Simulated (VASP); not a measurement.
VASP runs on Ni (fcc) share one base input (PBE GGA, plane waves, VASP's PBE PAW potentials (set 64)) and change the settings named in each case.

INCAR:
```
SYSTEM=Ni
PREC=Accurate; ENCUT=400; LREAL=F
LASPH=T
EDIFF=1E-6; NELM=100; ALGO=Normal
LMAXMIX=4
ISMEAR=1; SIGMA=0.1
GGA=PE
ISPIN=2; MAGMOM=0.8
ISIF=2
LWAVE=F; LCHARG=F; LORBIT=10
```

POSCAR:
```
Ni
1
    0.0000000000     1.7952000000     1.7952000000
    1.7952000000     0.0000000000     1.7952000000
    1.7952000000     1.7952000000     0.0000000000
Ni
1
Direct
  0.0000000000   0.0000000000   0.0000000000
```

KPOINTS:
```
Automatic mesh
0
Gamma
16 16 16
0 0 0
```

POTCAR, in this order: Ni (PBE.64 set). Program: vasp_std.

```tsv
change	E(σ→0) (eV/atom)	pressure (GPa)	moment (μB)	−TS (eV)
base run	-5.4472	-11.21	0.61	0.0005
ISPIN = 1, the spin start removed	-5.3807	-11.93	-	-0.0030
MAGMOM = 0	-5.3807	-11.92	0.00	-0.0030
MAGMOM = 0.16	-5.4472	-11.17	0.61	0.0005
MAGMOM = 2.8	-5.4472	-11.11	0.61	0.0005
NUPDOWN = 0	-5.3807	-11.99	0.00	-0.0030
NUPDOWN = 1	-5.3647	-8.05	1.00	-0.0005
NUPDOWN = 2	?	?	?	?
```

Q: What belongs in the gaps?

A: 
- NUPDOWN = 2, E(σ→0) (eV/atom): -3.8013
- NUPDOWN = 2, pressure (GPa): 12.45
- NUPDOWN = 2, moment (μB): 2.00
- NUPDOWN = 2, −TS (eV): 0.0003

Left out are runs that ran out of time, are held back, or changed the cell or the kind of run, fixed moments of cells without a moment, rows past the twelfth, gaps on odd meshes, pressures of charged cells and columns that move by less than the noise.

The compound is Ni in the fcc structure. The cell was not relaxed at this level.
